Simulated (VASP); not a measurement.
LiF:

```
Li F
1.0
     0.00000    1.97904    1.97904
     1.97904    0.00000    1.97904
     1.97904    1.97904    0.00000
Li F
1 1
Direct
  0.00000 0.00000 0.00000
  0.50000 0.50000 0.50000
```

The cell was built by a generator and needn't be a form met in nature.

Base run:

```yaml
Program: VASP 6.6.1
Functional: PBE
Potentials_or_basis: VASP PAW PBE potentials, release 64 (Li_sv, F)
Cutoff: 520 eV
k_mesh: 12 × 12 × 12
Occupations: gaussian, width 0.02 eV
Spin: no spin polarisation
```

Its results: band gap on the k mesh 9.57 eV, direct.

**Question.** The run is repeated on the same cell with these changes: functional from PBE to HSE06; k mesh from 12 × 12 × 12 to 8 × 8 × 8. What comes out?

**Answer.** Band gap on the k mesh 11.93 eV, direct.

Several settings changed at once, so the effect can't be laid on one alone.

A k mesh can miss the band edges.
